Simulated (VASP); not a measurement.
# Zr2CdO (P4/mmm) in VASP: further runs

One crystal, Zr2CdO, is run at these levels: PBE, vdW-DF, PBE+TS; tasks: relaxation of cell and atoms, electrostatic potential.

All numbers are computed with VASP 6.6.1; they aren't measurements. Logs are shortened: lines on timing, memory, paths and dates and some standing lists are left out, and cuts for length are marked.

## (1) The structure

Symmetry: P4/mmm, No. 123, tetragonal system. The conventional cell has a = 4.913 Å, b = 4.913 Å, c = 2.962 Å, α = 90.00°, β = 90.00°, γ = 90.00°. Zr (site symmetry mmm) has 4 Cd at 2.87 Å and 4 O at 2.87 Å and 2 Zr at 2.96 Å as nearest neighbours. Cd (site symmetry 4/mmm) has 8 Zr at 2.87 Å and 2 Cd at 2.96 Å as nearest neighbours. O (site symmetry 4/mmm) is surrounded by 8 Zr at 2.87 Å and 2 O at 2.96 Å.

The cell was built by a generator and needn't be a form met in nature.

## (2) Relaxation of cell and atoms, PBE

INCAR

```
ALGO = Normal
EDIFF = 1E-7
EDIFFG = -0.02
ENCUT = 600
GGA = PE
IBRION = 2
ISIF = 3
ISMEAR = 0
LASPH = T
LCHARG = F
LREAL = F
LWAVE = F
NELM = 80
NSW = 60
PREC = Accurate
SIGMA = 0.05
```

KPOINTS

```
k-points
0
Gamma
  6 6 9
```

POSCAR

```
Zr2CdO
1.0
    4.9128000000      0.0000000000      0.0000000000
    0.0000000000      4.9128000000      0.0000000000
    0.0000000000      0.0000000000      2.9615800000
Zr Cd O
2 1 1
Direct
    0.0000000000      0.5000000000      0.5000000000
    0.5000000000      0.0000000000      0.5000000000
    0.5000000000      0.5000000000      0.0000000000
    0.0000000000      0.0000000000      0.0000000000
```

Potentials or basis: VASP PAW PBE potentials, release 64 (Zr_sv, Cd, O).

Launch:

```sh
cat potpaw_PBE.64/Zr_sv/POTCAR potpaw_PBE.64/Cd/POTCAR potpaw_PBE.64/O/POTCAR > POTCAR
mpirun -np 1 vasp_std > vasp.out
```

OUTCAR:

```text
EDIFF = 1E-7
   EDIFFG = -0.02
   ENCUT = 600
   GGA = PE
   IBRION = 2
   ISIF = 3
   ISMEAR = 0
   LASPH = T
   LREAL = F
   NELM = 80
   NSW = 60
   PREC = Accurate

 ion  position               nearest neighbor table
   1  0.000  0.500  0.500-   3 2.87   4 2.87   3 2.87   4 2.87   4 2.87   4 2.87   3 2.87   3 2.87
                             2 3.47   2 3.47   2 3.47   2 3.47
   2  0.500  0.000  0.500-   3 2.87   4 2.87   3 2.87   4 2.87   3 2.87   3 2.87   4 2.87   4 2.87
                             1 3.47   1 3.47   1 3.47   1 3.47
   3  0.500  0.500  0.000-   1 2.87   2 2.87   1 2.87   2 2.87   2 2.87   2 2.87   1 2.87   1 2.87

   4  0.000  0.000  0.000-   1 2.87   2 2.87   1 2.87   2 2.87   1 2.87   1 2.87   2 2.87   2 2.87

  LATTYP: Found a simple tetragonal cell.
 ALAT       =     4.9128000000
 C/A-ratio  =     0.6028293438

  Lattice vectors:

 A1 = (   4.9128000000,   0.0000000000,   0.0000000000)
 A2 = (   0.0000000000,   4.9128000000,   0.0000000000)
 A3 = (   0.0000000000,   0.0000000000,   2.9615800000)

Analysis of symmetry for initial positions (statically):
=====================================================================
 Subroutine PRICEL returns:
 Original cell was already a primitive cell.

 Routine SETGRP: Setting up the symmetry group for a
 simple tetragonal supercell.

 Subroutine GETGRP returns: Found 16 space group operations
 (whereof 16 operations were pure point group operations)
 out of a pool of 16 trial point group operations.

The static configuration has the point symmetry D_4h.

Analysis of symmetry for dynamics (positions and initial velocities):
=====================================================================
 Subroutine PRICEL returns:
 Original cell was already a primitive cell.

 Routine SETGRP: Setting up the symmetry group for a
 simple tetragonal supercell.

 Subroutine GETGRP returns: Found 16 space group operations
 (whereof 16 operations were pure point group operations)
 out of a pool of 16 trial point group operations.

The dynamic configuration has the point symmetry D_4h.

 Subroutine INISYM returns: Found 16 space group operations
 (whereof 16 operations are pure point group operations),
 and found     1 'primitive' translations

----------------------------------------------------------------------------------------

                                     Primitive cell

  volume of cell :      71.4795

  direct lattice vectors                    reciprocal lattice vectors
[... 104 lines left out ...]
   EMIN   =  10.00;   EMAX   =-10.00  energy-range for DOS
   EFERMI =   0.00;   METHOD = LEGACY
   ISMEAR =     0;   SIGMA  =   0.05  broadening in eV -4-tet -1-fermi 0-gaus
   EFERMI_NEDOS =   21; number of points for ismear=-14 and -15
   IALGO  =     38    algorithm
   IMIX   =      4    mixing-type and parameters
     AMIX     =   0.40;   BMIX     =  1.00
     AMIX_MAG =   1.60;   BMIX_MAG =  1.00
  volume/ion in A,a.u.               =      17.87       120.59
  Fermi-wavevector in a.u.,A,eV,Ry     =   1.371189  2.591172 25.581127  1.880160
  Thomas-Fermi vector in A             =   2.496908
   LORBIT       =      0    0 simple, 1 ext, 2 COOP (PROOUT), +10 PAW based schemes
   GGA     = PE    functional components
   LHFCALC =     F    Hartree Fock is set to
   AEXX    =    0.0000 exact exchange contribution
   IVDW    =     0    specifies the selected vdW correction
   LEPSILON=     F    determine dielectric tensor
   LRPA    =     F    only Hartree local field effects (RPA)
 conjugate gradient relaxation of ions
 non-spin polarized calculation
 Gauss-broadening in eV      SIGMA  =   0.05
  energy-cutoff  :      600.00
  volume of cell :       71.48
 maximum number of plane-waves:      2406
 NGX is ok and might be reduce to    40
   NGX = 19   NGY = 19   NGZ = 11

--------------------------------------- Ionic step        1  -------------------------------------------

 number of electron      41.9999999 magnetization

 Free energy of the ion-electron system (eV)
  ---------------------------------------------------
  ext. energy  EPLUGINS =         0.00000000
  ---------------------------------------------------
  free energy    TOTEN  =       -23.85982972 eV

  energy without entropy =      -23.85610368  energy(sigma->0) =      -23.85796670

------------------------ aborting loop because EDIFF is reached ----------------------------------------

  FORCE on cell =-STRESS in cart. coord.  units (eV):
  Direction    XX          YY          ZZ          XY          YZ          ZX
  --------------------------------------------------------------------------------------
  -------------------------------------------------------------------------------------
  Total       -0.0180446     -0.0180446      0.5007788      0.0000000     -0.0000000      0.0000000
  in kB       -0.4044602     -0.4044602     11.2247040      0.0000000     -0.0000000      0.0000000
  external PRESSURE =       3.4719279 kB  Pullay stress =       0.0000000 kB
[... 101 lines left out ...]
--------------------------------------- Ionic step        4  -------------------------------------------

 number of electron      41.9999999 magnetization

 Free energy of the ion-electron system (eV)
  ---------------------------------------------------
  ext. energy  EPLUGINS =         0.00000000
  ---------------------------------------------------
  free energy    TOTEN  =       -23.86114348 eV

  energy without entropy =      -23.85754396  energy(sigma->0) =      -23.85934372

 E-fermi :   7.3849     XC(G=0): -11.3574

 val. band max:        7.3847154640   @ k =   0.3333   0.0000   0.3333
 cond. band min:       7.3997933142   @ k =   0.5000   0.5000   0.2222
 fundamental gap:      0.0150778502
 Fermi energy:         7.3848689383

 k-point     1 :       0.0000    0.0000    0.0000
  band No.  band energies     occupation
      1     -41.9980      2.00000
      2     -41.9618      2.00000
      3     -20.1932      2.00000
      4     -20.1932      2.00000
      5     -19.9480      2.00000
      6     -19.9480      2.00000
[... 661 lines left out ...]
     24       8.6862      0.00000
     25       8.8135      0.00000

 [... further k-points ...]

------------------------ aborting loop because EDIFF is reached ----------------------------------------

  FORCE on cell =-STRESS in cart. coord.  units (eV):
  Direction    XX          YY          ZZ          XY          YZ          ZX
  --------------------------------------------------------------------------------------
  -------------------------------------------------------------------------------------
  Total        0.0380731      0.0380731      0.0050358      0.0000000      0.0000000     -0.0000000
  in kB        0.8513648      0.8513648      0.1126066      0.0000000      0.0000000     -0.0000000
  external PRESSURE =       0.6051121 kB  Pullay stress =       0.0000000 kB
[... 19 lines left out ...]
  FREE ENERGIE OF THE ION-ELECTRON SYSTEM (eV)
  ---------------------------------------------------
  free  energy   TOTEN  =       -23.8611434763 eV

  energy  without entropy=      -23.8575439648  energy(sigma->0) =      -23.85934372

 reached required accuracy - stopping structural energy minimisation
```

CONTCAR:

```text
Zr2CdO
   1.00000000000000
     4.9054416461089430   -0.0000000000000000    0.0000000000000000
    -0.0000000000000000    4.9054416461089430   -0.0000000000000000
     0.0000000000000000   -0.0000000000000000    2.9775366211944307
  Zr              Cd              O
     2     1     1
Direct
     0.0000000000000000    0.5000000000000000    0.5000000000000000
     0.5000000000000000    1.0000000000000000    0.5000000000000000
     0.5000000000000000    0.5000000000000000    0.0000000000000000
     1.0000000000000000    1.0000000000000000    1.0000000000000000

  0.00000000E+00  0.00000000E+00  0.00000000E+00
  0.00000000E+00  0.00000000E+00  0.00000000E+00
  0.00000000E+00  0.00000000E+00  0.00000000E+00
  0.00000000E+00  0.00000000E+00  0.00000000E+00
```

Run time: 4.6 min. Hardware: 1 thread of Intel Xeon Platinum 8488C (Sapphire Rapids), shared host; peak memory 0.27 GiB.

What came out:

- Free energy: -23.8611 eV
- Relaxed volume: 17.91 Å³/atom
- Relaxed cell: a = 4.905 Å, b = 4.905 Å, c = 2.978 Å, α = 90.00°, β = 90.00°, γ = 90.00°
- Space group after relaxing (to 0.05 Å): P4/mmm (No. 123)
- Energy gained by relaxing: 0.3 meV/atom
- Ionic steps: 4
- Pressure after relaxing: 0.1 GPa
- Band gap on the k mesh: none (metal or under the smearing width)

Step by step:
```
step  energy change (eV)  largest force (eV/Å)  pressure (GPa)  volume (Å³)
   1              0.0000                0.0000            0.35        71.48
   2             -0.0012                0.0000           -0.29        71.88
   3             -0.0012                0.0000           -0.17        71.80
   4             -0.0013                0.0000            0.06        71.65
```

Final structure:
```xyz
4
Lattice="4.9054 0.0000 0.0000 0.0000 4.9054 0.0000 0.0000 0.0000 2.9775" Properties=species:S:1:pos:R:3 pbc="T T T"
Zr    0.0000    2.4527    1.4888
Zr    2.4527    4.9054    1.4888
Cd    2.4527    2.4527    0.0000
O     4.9054    4.9054    2.9775
```

Levels at points of the mesh, in eV from the Fermi level:
```
           k point  band 18  band 19  band 20  band 21  band 22  band 23  band 24  band 25
(0.00, 0.00, 0.00)    -1.76    -1.45    -1.33    -1.08     0.26     1.42     1.42     2.72
(0.50, 0.00, 0.00)    -3.01    -1.89    -1.30    -1.02    -0.76     1.07     1.26     2.63
(0.50, 0.50, 0.00)    -2.04    -1.86    -1.86    -1.31    -1.31     1.95     2.28     2.28
```

## (3) Electrostatic potential, vdW-DF, spin-orbit coupling, no magnetisation

INCAR

```
  AGGAC = 0.0
  ALGO = Normal
  EDIFF = 1E-7
  ENCUT = 520
  GGA = RE
  GGA_COMPAT = F
  ISIF = 2
  ISMEAR = 0
  LASPH = T
  LCHARG = T
  LMAXMIX = 4
  LORBIT = 11
  LREAL = F
  LSORBIT = T
  LUSE_VDW = T
  LVHAR = T
  LWAVE = F
  MAGMOM = 0 0 0 0 0 0 0 0 0 0 0 0
  NELM = 80
  PREC = Accurate
  SIGMA = 0.05
```

KPOINTS

```
k-points
0
Gamma
  5 5 7
```

POSCAR

```
Zr2CdO
4.9128
    1.000000000000      0.000000000000      0.000000000000
    0.000000000000      1.000000000000      0.000000000000
    0.000000000000      0.000000000000      0.602829343755
Zr Cd O
2 1 1
Direct
    0.0000000000      0.5000000000      0.5000000000
    0.5000000000      0.0000000000      0.5000000000
    0.5000000000      0.5000000000      0.0000000000
    0.0000000000      0.0000000000      0.0000000000
```

Potentials or basis: VASP PAW PBE potentials, release 64 (Zr_sv, Cd, O).

Launch:

```sh
cat potpaw_PBE.64/Zr_sv/POTCAR potpaw_PBE.64/Cd/POTCAR potpaw_PBE.64/O/POTCAR > POTCAR
mpirun -np 1 vasp_ncl > vasp.out
```

Run time: 4.7 min. Hardware: 1 thread of Intel Xeon Platinum 8488C (Sapphire Rapids), shared host; peak memory 0.73 GiB.

The run converged. Its results:

```yaml
Free_energy: -11.6610 eV
Pressure: 3.9 GPa
Valence_electrons_inside_the_program's_atomic_spheres: Zr 9.81; Cd 10.66; O 4.83
```

Stress tensor (GPa, compression positive):
```
4.11 0.00 0.00
0.00 4.11 0.00
0.00 0.00 3.35
```

Caveat: the PAW data sets were made with another functional, which shifts forces and pressure a little.

## (4) Relaxation of cell and atoms, PBE+TS (volume scaled by 0.8)

run.py

```python
from ase.calculators.vasp import Vasp
from ase.io import read

atoms = read('POSCAR')
calc = Vasp(
    directory='calc',
    xc='pbe',
    pp='PBE',
    setups='recommended',
    prec='Accurate',
    encut=600,
    ediff=1e-06,
    ismear=-5,
    sigma=0.05,
    lreal=False,
    lasph=True,
    nelm=100,
    algo='Fast',
    isif=3,
    lwave=False,
    lcharg=False,
    ivdw=2,
    ibrion=2,
    nsw=40,
    ediffg=1e-05,
    kpts=[6, 6, 9],
    gamma=False,
)
atoms.calc = calc

print('energy (eV):', atoms.get_potential_energy())
print('free energy (eV):', atoms.get_potential_energy(force_consistent=True))
print('forces (eV/A):')
print(atoms.get_forces())
print('stress (eV/A^3, Voigt):', atoms.get_stress())
print('Fermi level (eV):', calc.get_fermi_level())
print('cell (A, degrees):', atoms.cell.cellpar())
print('volume (A^3):', atoms.get_volume())
print('scaled positions:')
print(atoms.get_scaled_positions())
```

POSCAR

```
Zr2CdO
1.0
    4.5606395244      0.0000000000      0.0000000000
    0.0000000000      4.5606395244      0.0000000000
    0.0000000000      0.0000000000      2.7492873316
Zr Cd O
2 1 1
Direct
    0.0000000000      0.5000000000      0.5000000000
    0.5000000000      0.0000000000      0.5000000000
    0.5000000000      0.5000000000      0.0000000000
    0.0000000000      0.0000000000      0.0000000000
```

Potentials or basis: VASP PAW PBE potentials, release 64 (Zr_sv, Cd, O).

Launch:

```sh
python run.py
```

Log:

```text
energy (eV): -26.45785317
free energy (eV): -26.45785317
forces (eV/A):
[[-0.  0.  0.]
 [ 0. -0.  0.]
 [-0.  0.  0.]
 [ 0. -0.  0.]]
stress (eV/A^3, Voigt): [ 2.81241777e-06  2.81241777e-06  2.01978481e-05  0.00000000e+00
 -0.00000000e+00 -0.00000000e+00]
Fermi level (eV): 7.92408643
cell (A, degrees): [ 4.83335629  4.83335629  2.90339648 90.         90.         90.        ]
volume (A^3): 67.82721203055732
scaled positions:
[[0.  0.5 0.5]
 [0.5 0.  0.5]
 [0.5 0.5 0. ]
 [0.  0.  0. ]]
```

OUTCAR:

```text
ENCUT = 600.000000
   EDIFF = 1.00e-06
   EDIFFG = 1.00e-05
   GGA = PE
   PREC = Accurate
   IBRION = 2
   ISIF = 3
   ISMEAR = -5
   NELM = 100
   NSW = 40
   IVDW = 2
   LASPH = .TRUE.
   LREAL = .FALSE.
[... 1930 lines left out ...]

  Hirshfeld charges:
            ion         q(e)
   ------------------------------
      1     Zr       0.19604717
      2     Zr       0.19604717
      3     Cd      -0.06900224
      4     O       -0.32309210

  Tkatchenko/Scheffler method for vdW energy calculation
[... 31 lines left out ...]
  FREE ENERGIE OF THE ION-ELECTRON SYSTEM (eV)
  ---------------------------------------------------
  free  energy   TOTEN  =       -26.4578531742 eV

  energy  without entropy=      -26.4578531742  energy(sigma->0) =      -26.45785317

 reached required accuracy - stopping structural energy minimisation
```

INCAR:

```text
ENCUT = 600.000000
SIGMA = 0.050000
EDIFF = 1.00e-06
EDIFFG = 1.00e-05
ALGO = Fast
GGA = PE
PREC = Accurate
IBRION = 2
ISIF = 3
ISMEAR = -5
NELM = 100
NSW = 40
IVDW = 2
LASPH = .TRUE.
LCHARG = .FALSE.
LWAVE = .FALSE.
LREAL = .FALSE.
```

Run time: 6.1 min. Hardware: 1 thread of Intel Xeon Platinum 8488C (Sapphire Rapids), shared host; peak memory 0.22 GiB.

Results:

* Free energy: -26.4579 eV
* Relaxed volume: 16.96 Å³/atom
* Relaxed cell: a = 4.833 Å, b = 4.833 Å, c = 2.903 Å, α = 90.00°, β = 90.00°, γ = 90.00°
* Space group after relaxing (to 0.05 Å): P4/mmm (No. 123)
* Energy gained by relaxing: 221.2 meV/atom
* Ionic steps: 9
* Pressure after relaxing: 0.0 GPa
* Hirshfeld charges: Zr +0.20; Cd -0.07; O -0.32 e
* Dispersion energy per atom: -0.673 eV

Step by step:
| step | energy change (eV) | largest force (eV/Å) | pressure (GPa) | volume (Å³) |
| --- | --- | --- | --- | --- |
| 1 | 0.0000 | 0.0000 | 29.45 | 57.18 |
| 2 | -0.0960 | 0.0000 | -16.24 | 81.80 |
| 3 | -0.8837 | 0.0000 | -1.26 | 68.53 |
| 4 | -0.8848 | 0.0000 | -0.23 | 67.95 |
| 5 | -0.8842 | 0.0000 | 0.19 | 67.72 |
| 6 | -0.8843 | 0.0000 | 0.19 | 67.72 |
| 7 | -0.8843 | 0.0000 | 0.19 | 67.72 |
| 8 | -0.8846 | 0.0000 | 0.00 | 67.83 |
| 9 | -0.8846 | 0.0000 | 0.00 | 67.83 |

Final structure:
```
Zr Cd O
1.0
     4.83336    0.00000    0.00000
     0.00000    4.83336    0.00000
     0.00000    0.00000    2.90340
Zr Cd O
2 1 1
Direct
  0.00000 0.50000 0.50000
  0.50000 0.00000 0.50000
  0.50000 0.50000 0.00000
  0.00000 0.00000 0.00000
```

Caveat: atom-pairwise D2, TS and ULG terms overbind metals; pairwise dispersion overbinds metals, which lowers pressure and volume; tetrahedron occupations give inexact forces and stress in metals.

## (5) The reference run

An earlier run on the cell as given: functional PBE; potentials or basis VASP PAW PBE potentials, release 64 (Zr_sv, Cd, O); cutoff 520 eV; k mesh 6 × 6 × 9; occupations fermi-dirac, width 0.05 eV; no spin polarisation.

* Pressure: 0.4 GPa
* Band gap on the k mesh: none (metal or under the smearing width)

## (6) The runs side by side

| task | level | spin | cell | k mesh | cutoff (eV) | smearing | monkhorst-Pack mesh | optimiser | other keys | gap on the mesh (eV) | pressure (GPa) | relaxed volume (Å³/atom) |
| --- | --- | --- | --- | --- | --- | --- | --- | --- | --- | --- | --- | --- |
| relaxation of cell and atoms | PBE | off | relaxed | 6 × 6 × 9 | 600 | gaussian 0.05 eV | - | - | - | none | 0.1 | 17.91 |
| electrostatic potential | vdW-DF | SOC, no magnetisation | as given | 5 × 5 × 7 | 520 | gaussian 0.05 eV | - | - | - | - | 3.9 | - |
| relaxation of cell and atoms | PBE+TS | off | relaxed from: volume scaled by 0.8 | 6 × 6 × 9 | 600 | tetrahedron | yes | vasp | EDIFFG = 1e-05; shifted = yes | - | 0.0 | 16.96 |
| single point | PBE | off | as given | 6 × 6 × 9 | 520 | fermi-dirac 0.05 eV | - | - | - | none | 0.4 | - |

Alike in all rows: potentials or basis VASP PAW PBE potentials, release 64 (Zr_sv, Cd, O).

Caveats: the PAW data sets were made with another functional, which shifts forces and pressure a little (some runs); atom-pairwise D2, TS and ULG terms overbind metals (some runs); pairwise dispersion overbinds metals, which lowers pressure and volume (some runs); tetrahedron occupations give inexact forces and stress in metals (some runs).

Total energies depend on the potentials used, so only differences within one code and one set of settings carry meaning.
